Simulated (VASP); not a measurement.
# SrO (space group Fm-3m): computed properties

The numbers are results of PBEsol GGA, VASP's PBE PAW potentials (set 64) (plane waves; VASP), not measurements.

```yaml
space_group: Fm-3m (225)
cell: a = b = c = 5.1340 Å, α = β = γ = 90.00°
volume_per_atom: 16.91 Å^3/atom
band gap (over mesh and band path): 3.15 eV
smallest direct gap (over mesh and band path): 3.24 eV
hill_bulk_modulus: 93.7 GPa
hill_shear_modulus: 60.2 GPa
Poisson's ratio: 0.235
band_edge_character_without_spin_orbit_coupling: indirect, Γ to X
band_gap_with_spin_orbit_coupling: 3.13 eV
density: 5.09 g/cm³
mean ε∞ (DFPT): 3.89
mean ε∞ (independent particles): 4.05
C11: 186 GPa
C12: 47.7 GPa
C44: 55.0 GPa
```

```xyz
2
Lattice="0.0000 2.5670 2.5670 2.5670 0.0000 2.5670 2.5670 2.5670 0.0000" Properties=species:S:1:pos:R:3 pbc="T T T"
Sr     0.0000     0.0000     0.0000
O      2.5670     2.5670     2.5670
```

The structure comes from a measured SrO entry (Fm-3m) of the Crystallography Open Database, whose conditions weren't checked. It was relaxed first. Symmetry was kept, so distortions that lower it aren't found.
